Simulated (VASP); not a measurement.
**HfZrS4: band structure with LDA**

Crystal: HfZrS4.

```
CELL_PARAMETERS angstrom
-3.59834 0.00000 0.00000
0.00000 -0.01529 -5.65359
0.00000 -6.17964 -0.01394
ATOMIC_POSITIONS crystal
Zr 0.50000 0.00000 0.50000
Hf 0.00000 0.00000 0.00000
S 0.50000 0.25485 0.83630
S 0.00000 0.25580 0.33020
S 0.00000 0.74420 0.66980
S 0.50000 0.74515 0.16370
```

The cell comes from a database or a generator and needn't be the stable form of this composition.

```json
{
  "Program": "VASP 6.6.1",
  "Task": "band structure",
  "Functional": "LDA",
  "Potentials or basis": "VASP PAW LDA potentials, release 64 (Zr_sv, Hf_pv, S)",
  "Cutoff": "300 eV",
  "k mesh": "4 × 2 × 2",
  "Occupations": "gaussian, width 0.02 eV",
  "Spin": "no spin polarisation",
  "Further INCAR settings": "ALGO = Normal; EDIFF = 1e-06; NBANDS = 32"
}
```

```
Band gap on the k mesh  : 0.47 eV, indirect (least direct gap 0.70 eV)
Band gap along the path : 0.47 eV, indirect (least direct gap 0.70 eV)
```

Levels at the corners of the path, in eV from the valence-band top:
| point | band 20 | band 21 | band 22 | band 23 | band 24 | band 25 | band 26 | band 27 |
| --- | --- | --- | --- | --- | --- | --- | --- | --- |
| Γ | -1.61 | -0.25 | -0.21 | 0.00 | 0.70 | 1.37 | 1.48 | 2.04 |
| X | -2.56 | -2.40 | -1.62 | -1.45 | 1.75 | 2.14 | 2.71 | 3.13 |
| X | -2.56 | -2.40 | -1.62 | -1.45 | 1.75 | 2.14 | 2.71 | 3.13 |
| S | -2.13 | -2.11 | -1.60 | -1.53 | 1.81 | 2.07 | 2.19 | 2.43 |
| S | -2.13 | -2.11 | -1.60 | -1.53 | 1.81 | 2.07 | 2.19 | 2.43 |
| Y | -1.18 | -0.91 | -0.48 | -0.42 | 0.51 | 1.31 | 1.41 | 2.43 |
| Y | -1.18 | -0.91 | -0.48 | -0.42 | 0.51 | 1.31 | 1.41 | 2.43 |
| Γ | -1.61 | -0.25 | -0.21 | 0.00 | 0.70 | 1.37 | 1.48 | 2.04 |
| Γ | -1.61 | -0.25 | -0.21 | 0.00 | 0.70 | 1.37 | 1.48 | 2.04 |
| Z | -1.34 | -1.32 | -0.72 | -0.72 | 1.03 | 1.25 | 2.41 | 2.68 |
| Z | -1.34 | -1.32 | -0.72 | -0.72 | 1.03 | 1.25 | 2.41 | 2.68 |
| U | -2.44 | -2.34 | -1.57 | -1.51 | 0.65 | 0.79 | 3.21 | 3.56 |
| U | -2.44 | -2.34 | -1.57 | -1.51 | 0.65 | 0.79 | 3.21 | 3.56 |
| R | -1.16 | -1.10 | -0.94 | -0.92 | 0.47 | 0.51 | 3.20 | 3.56 |
| R | -1.16 | -1.10 | -0.94 | -0.92 | 0.47 | 0.51 | 3.20 | 3.56 |
| T | -1.31 | -1.28 | -1.13 | -1.05 | 0.95 | 1.19 | 2.51 | 2.99 |
| T | -1.31 | -1.28 | -1.13 | -1.05 | 0.95 | 1.19 | 2.51 | 2.99 |
| Z | -1.34 | -1.32 | -0.72 | -0.72 | 1.03 | 1.25 | 2.41 | 2.68 |
| Y | -1.18 | -0.91 | -0.48 | -0.42 | 0.51 | 1.31 | 1.41 | 2.43 |
| T | -1.31 | -1.28 | -1.13 | -1.05 | 0.95 | 1.19 | 2.51 | 2.99 |
| U | -2.44 | -2.34 | -1.57 | -1.51 | 0.65 | 0.79 | 3.21 | 3.56 |
| X | -2.56 | -2.40 | -1.62 | -1.45 | 1.75 | 2.14 | 2.71 | 3.13 |
| S | -2.13 | -2.11 | -1.60 | -1.53 | 1.81 | 2.07 | 2.19 | 2.43 |
| R | -1.16 | -1.10 | -0.94 | -0.92 | 0.47 | 0.51 | 3.20 | 3.56 |

Wall time 2.9 min on 1 thread of Intel(R) Xeon(R) Platinum 8375C CPU @ 2.90GHz (Ice Lake) (shared host), peak memory 0.44 GiB.

Caveat: the k mesh is coarse (spacing up to 0.56 Å⁻¹), so the values aren't converged; the log is that of the step along the path at fixed density, whose energy, stress, charges and moments have no meaning; spin-orbit coupling is left out, which moves the levels of the heavy elements. As with any semilocal functional, this LDA gap is likely too small.
